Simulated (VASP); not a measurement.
Input:

```yaml
crystal:
  lattice:
    - [1.13335, -1.96302, 0.00000]
    - [1.13335, 1.96302, 0.00000]
    - [0.00000, 0.00000, 3.55749]
  atoms:
    - { symbol: Be, position: [0.33333, 0.66667, 0.25000] }
    - { symbol: Be, position: [0.66667, 0.33333, 0.75000] }
```

Calculation: PBE GGA, VASP's PBE PAW potentials (set 64) (plane waves; VASP). Settings: 480 eV cut-off, 18×18×10 Γ-centred mesh, first-order Methfessel-Paxton smearing of 0.10 eV, potentials Be.

### Question
Estimate the energy per atom (σ→0), band gap (on the k-mesh) with the smallest direct gap where there is one.

### Answer

| Property | Value |
|---|---|
| band gap (on the k-mesh) | none (metal, semimetal or under 0.01 eV) |
| energy per atom (σ→0) | -3.765 eV/atom |

The absolute energy has meaning only against runs of the same code, potentials and settings.

The compound is Be in the hcp structure. It was relaxed first.
